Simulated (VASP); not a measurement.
Input:

```yaml
crystal:
  lattice:
    - [3.84094, 0.00000, 0.00000]
    - [-1.92047, 3.32635, 0.00000]
    - [0.00000, 0.00000, 6.44289]
  atoms:
    - { symbol: Cd, position: [0.00000, 0.00000, 0.00000] }
    - { symbol: Cd, position: [0.00000, 0.00000, 0.50000] }
    - { symbol: S, position: [0.33333, 0.66667, 0.25000] }
    - { symbol: S, position: [0.66667, 0.33333, 0.75000] }
```

These are r2SCAN meta-GGA, VASP's PBE PAW potentials (set 64) (plane waves; VASP 6.6.1) values and carry that method's errors. Settings: 400 eV cut-off, 8×8×4 Γ-centred mesh, tetrahedra with Blöchl corrections, potentials Cd S.

The cores are frozen, which limits the accuracy of field gradients.

Problem. Give the principal components of the electric field gradient (V/Å²) and the asymmetry η at each nucleus.

Solution. 
```tsv
atom	Vxx	Vyy	Vzz	η
Cd1	4.6	4.6	-9.2	0.00
Cd2	4.6	4.6	-9.2	0.00
S3	-6.2	-6.1	12.3	0.00
S4	-6.2	-6.1	12.3	0.00
```

The structure was generated: CdS was put into the NiAs type type (P6_3/mmc), which need not be its known phase. It was relaxed first, which changed the volume by +9 %.
